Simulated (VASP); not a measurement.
A convergence study with VASP on CoSi2 (fluorite): one setting is varied, all else stays as given below, so the limit is that of these other settings.

```yaml
crystal:
  lattice:
    - [0.00000, 2.68000, 2.68000]
    - [2.68000, 0.00000, 2.68000]
    - [2.68000, 2.68000, 0.00000]
  atoms:
    - { symbol: Co, position: [0.00000, 0.00000, 0.00000] }
    - { symbol: Si, position: [0.25000, 0.25000, 0.25000] }
    - { symbol: Si, position: [0.75000, 0.75000, 0.75000] }
```

The numbers are results of PBE GGA, VASP's PBE PAW potentials (set 64) (plane waves; VASP), not measurements. The tightest run used: 550 eV cut-off, 19×19×19 Γ-centred mesh, tetrahedra with Blöchl corrections, potentials Co Si.

```csv
setting,E (eV/atom),pressure (GPa),irreducible k-points
3×3×3 mesh,-6.4085,0.87,4
4×4×4 mesh,-6.4219,0.00,8
5×5×5 mesh,-6.4367,-0.45,10
```

Problem. These are the cheaper rows. Estimate the results at 19×19×19 mesh, and how far the last row shown lies from them.

Solution. 
| quantity | tightest run | last row shown is off by |
|---|---|---|
| E (eV/atom) | -6.4315 | -0.0052 |
| pressure (GPa) | -0.20 | -0.25 |

Left out are rungs that failed or repeat a setting and relaxations that didn't move; long series are thinned to 24 rows.

The compound is CoSi2 in the fluorite structure. The cell was not relaxed at this level. The run is not spin-polarised, so no magnetic state was tried. The electron count is odd and the run is not spin-polarised, which forces a metal.
